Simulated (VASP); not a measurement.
Input:

```
GaSe
1.0
    1.84727     1.06652     8.52103
   -1.84727     1.06652     8.52103
    0.00000    -2.13305     8.52103
Ga Se
2 2
Direct
  0.95319   0.95319   0.95319
  0.04646   0.04646   0.04646
  0.24233   0.24233   0.24233
  0.42403   0.42403   0.42403
```

All values below come from PBEsol GGA, VASP's PBE PAW potentials (set 64) (plane waves; VASP 6.6.1). Settings: 300 eV cut-off, 6×6×6 Γ-centred mesh, Gaussian smearing of 0.010 eV, potentials Ga_d Se.

**Question.** Give the energies of bands 13 to 22 at the high-symmetry points, in eV from the valence-band maximum.

**Answer.** 
```tsv
band	Γ	T	H2	L	S0	F
13	-6.85	-6.67	-7.37	-7.56	-7.37	-7.54
14	-3.60	-4.19	-6.37	-6.60	-6.37	-6.63
15	-1.09	-1.11	-4.72	-3.79	-4.73	-3.68
16	-1.09	-1.11	-4.26	-2.56	-4.27	-2.60
17	-1.04	-0.94	-2.75	-2.31	-2.76	-2.40
18	-0.96	-0.94	-2.14	-2.22	-2.14	-2.26
19	-0.96	-0.01	-1.96	-1.89	-1.95	-1.80
20	2.11	1.52	2.01	1.65	2.01	1.70
21	2.62	2.59	3.23	2.09	3.22	2.01
22	4.35	4.33	4.38	3.99	4.40	3.73
```

The gap is indirect, 1.52 eV, from the valence maximum at T-H2 at 0.14 to the conduction minimum at T.

The structure comes from a computed database's GaSe entry; how it stands against other phases isn't given here. The cell was not relaxed at this level.
